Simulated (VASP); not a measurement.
Here is the system:

```
CeO2
1.0
    0.00000     2.77356     2.77356
    2.77356     0.00000     2.77356
    2.77356     2.77356     0.00000
Ce O
1 2
Direct
  0.00000   0.00000   0.00000
  0.25000   0.25000   0.25000
  0.75000   0.75000   0.75000
```

All values below come from revPBE GGA, VASP's PBE PAW potentials (set 64) (plane waves; VASP 6.6.1). Run with 520 eV cut-off, 7×7×7 Γ-centred mesh, Gaussian smearing of 0.050 eV, potentials Ce O.

Question: Predict the energy per atom (σ→0), pressure.

Answer: 
```yaml
energy per atom (σ→0): -807.4 kJ/mol-atom
pressure: -4.46 GPa
```

The absolute energy has meaning only against runs of the same code, potentials and settings.

The compound is CeO2 in the fluorite structure. This cell is one point of a volume scan, at 1.03 of the reference volume. The run is not spin-polarised, so no magnetic state was tried.
